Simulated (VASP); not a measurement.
A VASP calculation is set up with these files.

POSCAR:
```
Ni3Si
1.0
  3.5100000000   0.0000000000   0.0000000000
  0.0000000000   3.5100000000   0.0000000000
  0.0000000000   0.0000000000   3.5100000000
Si Ni
1 3
Cartesian
  0.1200000000   0.0499999998   0.0000000000
  0.0000000000   1.7550000000   1.7550000000
  1.7550000000   0.0000000000   1.7550000000
  1.7550000000   1.7550000000   0.0000000000
```

File KPOINTS:
```
Regular mesh
0
Gamma
  7 7 7
```

INCAR:
```
! general
SYSTEM   =  Ni3Si
PREC     =  Accurate
ENCUT    =  400
LREAL    =  .False.
LASPH    =  .True.

! electronic loop
EDIFF    =  1E-6
NELM     =  100
ALGO     =  Normal
LMAXMIX  =  4

! smearing
ISMEAR   =  1
SIGMA    =  0.1

! functional
GGA      =  PE

! ions
IBRION   =  2
NSW      =  40
ISIF     =  2
EDIFFG   =  -0.01

! output
LWAVE    =  .False.
LCHARG   =  .False.
```

POTCAR, in this order: Si Ni (PBE.64 set). Program: vasp_std.

Q: Translate this PBE calculation to Ansatz.

A: One equivalent input (not run):
Ansatz 0.2 input:
```yaml
crystal:
  lattice:
    - [3.5100000, 0.0000000, 0.0000000]
    - [0.0000000, 3.5100000, 0.0000000]
    - [0.0000000, 0.0000000, 3.5100000]
  atoms:
    - { symbol: Si, position: [0.0341880, 0.0142450, 0.0000000] }
    - { symbol: Ni, position: [0.0000000, 0.5000000, 0.5000000] }
    - { symbol: Ni, position: [0.5000000, 0.0000000, 0.5000000] }
    - { symbol: Ni, position: [0.5000000, 0.5000000, 0.0000000] }
kpoints:
  mp_grid: { grid: [7, 7, 7] }
hamiltonian:
  xc: pbe
  pseudopotentials: { kind: paw }
scf:
  occupations: { method: methfessel_paxton, width: 0.1 }
  max_iter: 100
relax:
  max_steps: 40
  f_tol: 0.01
output: { forces: true, stress: true, eigenvalues: true }
```
What does not carry over: each code has its own PAW files, so the cut-off isn't converted (ENCUT is set for VASP's; basis.ecutwfc is left out, and Ansatz then takes the one that its files recommend); Ansatz stops its SCF on the density residual and VASP on the energy change (EDIFF).

The compound is Ni3Si in the L1_2 structure. In the starting cell atoms are displaced from their ideal sites. This run relaxes the ions in a fixed cell. Symmetry was kept, so distortions that lower it aren't found.
